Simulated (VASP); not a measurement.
Calculation: vdW-DF2, VASP's PBE PAW potentials (set 64) (plane waves; VASP).

Input for VASP

KPOINTS:
```
Regular mesh
0
Gamma
 9 9 9
0 0 0
```

INCAR:
```
# general
SYSTEM  =BP
PREC    =Accurate
ENCUT   =520
LREAL   =.FALSE.   # projection in real space or not
LASPH   =.TRUE.

# electronic loop
EDIFF   =1E-6
NELM    =100
ALGO    =Normal   # blocked Davidson

# smearing
ISMEAR  =0
SIGMA   =0.05

# functional
GGA     =ML
LUSE_VDW=.TRUE.
AGGAC   =0.0
ZAB_VDW =-1.8867

# ions
IBRION  =2
NSW     =60
ISIF    =3
EDIFFG  =-0.01

# output
LWAVE   =.FALSE.
LCHARG  =.FALSE.
```

**POSCAR**
```
BP
1
   -0.0000000000     2.3006062289     2.3006062289
    2.3006062289     0.0000000000     2.3006062289
    2.3006062289     2.3006062289    -0.0000000000
B P
1 1
Direct
  0.0000000000   0.0000000000   0.0000000000
  0.2500000000   0.2500000000   0.2500000000
```

POTCAR, in this order: B P (PBE.64 set). Program: vasp_std.

Output of the run:

File OSZICAR:
```
       N       E                     dE             d eps       ncg     rms          rms(c)
DAV:   1     0.161706270947E+02    0.16171E+02   -0.41396E+03   560   0.904E+02
DAV:   2    -0.103039964507E+02   -0.26475E+02   -0.25552E+02   928   0.116E+02
DAV:   3    -0.106034374074E+02   -0.29944E+00   -0.29944E+00   608   0.166E+01
DAV:   4    -0.106044648105E+02   -0.10274E-02   -0.10274E-02   912   0.101E+00
DAV:   5    -0.106044650879E+02   -0.27741E-06   -0.27734E-06   640   0.172E-02    0.583E+00
DAV:   6    -0.100314644336E+02    0.57300E+00   -0.18667E+00   672   0.775E+00    0.312E+00
DAV:   7    -0.994245864833E+01    0.89006E-01   -0.24886E-01   856   0.338E+00    0.142E+00
DAV:   8    -0.993353335437E+01    0.89253E-02   -0.72297E-02   784   0.196E+00    0.429E-01
DAV:   9    -0.993386409602E+01   -0.33074E-03   -0.19129E-03   632   0.513E-01    0.347E-02
DAV:  10    -0.993387078574E+01   -0.66897E-05   -0.71050E-05   800   0.772E-02    0.299E-02
DAV:  11    -0.993387666760E+01   -0.58819E-05   -0.13119E-05   696   0.340E-02    0.580E-03
DAV:  12    -0.993387708065E+01   -0.41305E-06   -0.32144E-06   696   0.184E-02
   1 F= -.99338771E+01 E0= -.99338771E+01  d E =-.993388E+01
```

### OUTCAR
```
------------------------ aborting loop because EDIFF is reached ----------------------------------------
  FORCE on cell =-STRESS in cart. coord.  units (eV):
  Direction    XX          YY          ZZ          XY          YZ          ZX
  --------------------------------------------------------------------------------------
  Total       -0.0016521     -0.0016521     -0.0016521      0.0000000      0.0000000      0.0000000
  in kB       -0.1086918     -0.1086918     -0.1086918      0.0000000      0.0000000      0.0000000
  external PRESSURE =      -0.1086918 kB  Pullay stress =       0.0000000 kB
  volume of cell :       24.35
      direct lattice vectors                 reciprocal lattice vectors
     0.000000000  2.300606229  2.300606229    -0.217334020  0.217334020  0.217334020
     2.300606229  0.000000000  2.300606229     0.217334020 -0.217334020  0.217334020
     2.300606229  2.300606229  0.000000000     0.217334020  0.217334020 -0.217334020
  FREE ENERGIE OF THE ION-ELECTRON SYSTEM (eV)
  ---------------------------------------------------
  free  energy   TOTEN  =        -9.9338770807 eV

  energy  without entropy=       -9.9338770807  energy(sigma->0) =       -9.93387708

 reached required accuracy - stopping structural energy minimisation
```
(Selected blocks of OUTCAR.)

The compound is BP in the zinc blende structure. It was relaxed first. The start is the result of an earlier pass.
